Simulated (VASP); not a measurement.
# HfSi2B4: relaxation of cell and atoms with PBE

The system is HfSi2B4.

```
CELL_PARAMETERS angstrom
0.00000 3.52079 3.52079
3.52079 0.00000 3.52079
3.52079 3.52079 0.00000
ATOMIC_POSITIONS crystal
Hf 0.50000 0.50000 0.50000
Si 0.00000 0.00000 0.00000
Si 0.75000 0.75000 0.75000
B 0.34554 0.96339 0.34554
B 0.34554 0.34554 0.34554
B 0.96339 0.34554 0.34554
B 0.34554 0.34554 0.96339
```

The cell was built by a generator and needn't be a form met in nature.

- Program: VASP 6.6.1
- Task: relaxation of cell and atoms
- Functional: PBE
- Potentials or basis: VASP PAW PBE potentials, release 64 (Hf_pv, Si, B)
- Cutoff: 520 eV
- k mesh: 4 × 4 × 4
- Occupations: gaussian, width 0.15 eV
- Spin: no spin polarisation
- Further INCAR settings: PREC = Normal; ALGO = Fast; EDIFF = 0.0001; IBRION = 2; EDIFFG = -0.08; NSW = 24; ISIF = 3

```json
{"Relaxed volume": "15.38 Å³/atom", "Relaxed cell": "a = 5.339 Å, b = 5.339 Å, c = 5.339 Å, α = 60.00°, β = 60.00°, γ = 60.00°", "Space group after relaxing (to 0.05 Å)": "F-43m (No. 216)", "Energy gained by relaxing": "751.8 meV/atom", "Ionic steps": "8", "Pressure after relaxing": "-0.1 GPa", "Largest force after relaxing": "0.017 eV/Å", "Band gap on the k mesh": "none (metal or under the smearing width)"}
```

Forces on the atoms (eV/Å):
```
Hf   0.000  0.000  0.000
Si   0.000  0.000  0.000
Si   0.000  0.000  0.000
B    0.010 -0.010  0.010
B   -0.010 -0.010 -0.010
B   -0.010  0.010  0.010
B    0.010  0.010 -0.010
```

The path:
| step | energy change (eV) | largest force (eV/Å) | pressure (GPa) | volume (Å³) |
| --- | --- | --- | --- | --- |
| 1 | 0.0000 | 9.7005 | 28.93 | 87.29 |
| 2 | 9.8421 | 35.8175 | 34.37 | 118.93 |
| 3 | -4.8480 | 2.9754 | 9.56 | 99.93 |
| 4 | -4.9601 | 1.1901 | 10.22 | 98.16 |
| 5 | -5.1839 | 1.0056 | -3.38 | 111.34 |
| 6 | -5.2543 | 0.4105 | 0.55 | 106.67 |
| 7 | -5.2589 | 0.2560 | -0.43 | 108.31 |
| 8 | -5.2629 | 0.0165 | -0.09 | 107.64 |

Final structure:
```yaml
crystal:
  lattice:
    - [0.00000, 3.77556, 3.77556]
    - [3.77556, 0.00000, 3.77556]
    - [3.77556, 3.77556, 0.00000]
  atoms:
    - { symbol: Hf, position: [0.50000, 0.50000, 0.50000] }
    - { symbol: Si, position: [0.00000, 0.00000, 0.00000] }
    - { symbol: Si, position: [0.75000, 0.75000, 0.75000] }
    - { symbol: B, position: [0.33000, 0.01000, 0.33000] }
    - { symbol: B, position: [0.33000, 0.33000, 0.33000] }
    - { symbol: B, position: [0.01000, 0.33000, 0.33000] }
    - { symbol: B, position: [0.33000, 0.33000, 0.01000] }
```

Levels at points of the mesh, in eV from the Fermi level:
```
           k point  band 12  band 13  band 14  band 15  band 16  band 17  band 18  band 19
(0.00, 0.00, 0.00)    -1.82    -1.82    -1.10    -1.10     0.19     0.19     0.19     2.21
(0.50, 0.00, 0.00)    -2.23    -1.26    -0.84    -0.84     1.51     1.51     1.75     2.56
(0.50, 0.50, 0.00)    -1.01    -1.01     0.17     0.17     0.58     0.83     1.31     1.85
```

Wall time 34 s on 4 MPI ranks on Intel(R) Xeon(R) Platinum 8488C (Sapphire Rapids), with other jobs on the host, peak memory 0.17 GiB a rank.

Caveat: the k mesh is coarse (spacing up to 0.39 Å⁻¹), so the values aren't converged; the volume moved by over 15 % at a fixed basis, so the end points are rough; the relaxation stopped at a loose force limit of 0.08 eV/Å, so its end isn't a converged minimum. Spin-orbit coupling is left out, which matters for the levels of Hf.
